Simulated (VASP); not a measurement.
A convergence study with VASP on CsCl (space group no. 221 when undisturbed): one setting is varied, all else stays as given below, so the limit is that of these other settings. One atom is moved off its site, so that forces are finite.

```
CsCl
1.0
    4.14060     0.00000     0.00000
    0.00000     4.14060     0.00000
    0.00000     0.00000     4.14060
Cs Cl
1 1
Direct
  0.00000   0.00000   0.01208
  0.50000   0.50000   0.50000
```

Method: PBE GGA, VASP's PBE PAW potentials (set 64) (plane waves; VASP). The tightest run used: 300 eV cut-off, 17×17×17 Γ-centred mesh, Fermi-Dirac smearing of 0.020 eV, potentials Cs_sv Cl.

Unless said otherwise, spin-orbit coupling is left out, though it shifts the bands of the heavy elements here. Gaps are read on the run's mesh, which can miss a band edge.

Q: The settings run are 2×2×2 mesh; 3×3×3 mesh; 4×4×4 mesh; 5×5×5 mesh; 7×7×7 mesh; 8×8×8 mesh; 9×9×9 mesh; 10×10×10 mesh; 12×12×12 mesh; 13×13×13 mesh; 14×14×14 mesh; 16×16×16 mesh; 17×17×17 mesh. From which on does the energy per atom stay within 0.01 eV/atom of the tightest run?

A: From 3×3×3 mesh on: it is off by 0.0027 there and by no more than 0.01 in any finer run, while 2×2×2 mesh is off by 0.0610.
| setting | E (eV/atom) | pressure (GPa) | largest force (eV/Å) | gap on the mesh (eV) | irreducible k-points | difference judged (eV/atom) |
|---|---|---|---|---|---|---|
| 2×2×2 mesh | -3.2046 | 1.48 | 0.024 | 5.165 | 6 | 0.0610 |
| 3×3×3 mesh | -3.2629 | 0.68 | 0.039 | 5.197 | 6 | 0.0027 |
| 4×4×4 mesh | -3.2655 | 0.64 | 0.040 | 5.199 | 18 | 0.0001 |
| 5×5×5 mesh | -3.2657 | 0.64 | 0.040 | 5.200 | 18 | 0.0001 |
| 7×7×7 mesh | -3.2656 | 0.64 | 0.040 | 5.200 | 40 | 0.0000 |
| 8×8×8 mesh | -3.2656 | 0.64 | 0.040 | 5.200 | 75 | 0.0000 |
| 9×9×9 mesh | -3.2656 | 0.63 | 0.040 | 5.200 | 75 | 0.0000 |
| 10×10×10 mesh | -3.2656 | 0.64 | 0.040 | 5.200 | 126 | 0.0000 |
| 12×12×12 mesh | -3.2656 | 0.64 | 0.040 | 5.200 | 196 | 0.0000 |
| 13×13×13 mesh | -3.2656 | 0.64 | 0.040 | 5.200 | 196 | 0.0000 |
| 14×14×14 mesh | -3.2656 | 0.64 | 0.040 | 5.200 | 288 | 0.0000 |
| 16×16×16 mesh | -3.2656 | 0.64 | 0.040 | 5.200 | 405 | 0.0000 |
| 17×17×17 mesh | -3.2656 | 0.64 | 0.040 | 5.200 | 405 | 0.0000 |

Left out are rungs that failed or repeat a setting and relaxations that didn't move; long series are thinned to 24 rows.

The structure is a typed CsCl crystal (space group no. 221). The cell was not relaxed at this level, it is distorted from the ideal structure.
